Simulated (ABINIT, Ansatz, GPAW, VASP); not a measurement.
# One structure in several programs: CuCl (F-43m, 2 atoms in the cell)

Self-consistent single point.

```
CuCl
1.0
    0.00000     2.70500     2.70500
    2.70500     0.00000     2.70500
    2.70500     2.70500     0.00000
Cu Cl
1 1
Direct
  0.00000   0.00000   0.00000
  0.25000   0.25000   0.25000
```

Shared settings, as Ansatz (a quantum-chemistry and plane-wave program) writes them: kpoints.mp_grid.grid = 9 9 9; scf.occupations.method = fermi_dirac; scf.occupations.width = 0.05 eV. Potentials and cutoffs stand in the table.

```json
[
 {"code": "ABINIT", "model": "PBEsol, PAW (JTH v2.0 PBE PAW, files made for PBE)", "pressure (GPa)": "-3.56", "gap on the mesh (eV)": "0.423", "cutoff": "30 Ha"},
 {"code": "GPAW", "model": "PBEsol, GPAW PAW datasets PBEsol (made by gpaw-setup)", "pressure (GPa)": "-2.98", "gap on the mesh (eV)": "0.433", "cutoff": "850 eV"},
 {"code": "VASP", "model": "PBEsol, VASP's PBE PAW potentials (set 64)", "pressure (GPa)": "–", "gap on the mesh (eV)": "0.419", "cutoff": "300 eV"},
 {"code": "Ansatz", "model": "PBEsol, default PAW files made with PBE", "pressure (GPa)": "-3.60", "gap on the mesh (eV)": "0.426", "cutoff": "default"}
]
```

A dash marks a value that a program does not give, or that is left out as unsure.

Gaps are read on the mesh.

The spread over the programs that give each value: pressure within 0.62 GPa; gap on the mesh within 0.014 eV.

Ansatz's pressure is given at a fixed set of plane waves, as the other plane-wave codes print theirs; with its correction for the finite basis it is -3.55 GPa.

VASP's run is marked for a possible Pulay error in its stress at this cutoff; no cutoff test was made.

The starting cell has typed, rounded lattice constants, without a prior relaxation at this level.

Left out of this page: CP2K, Elk, FLEUR and SIESTA (not drawn, or without a comparable value).

Keys are those of Ansatz 0.2.
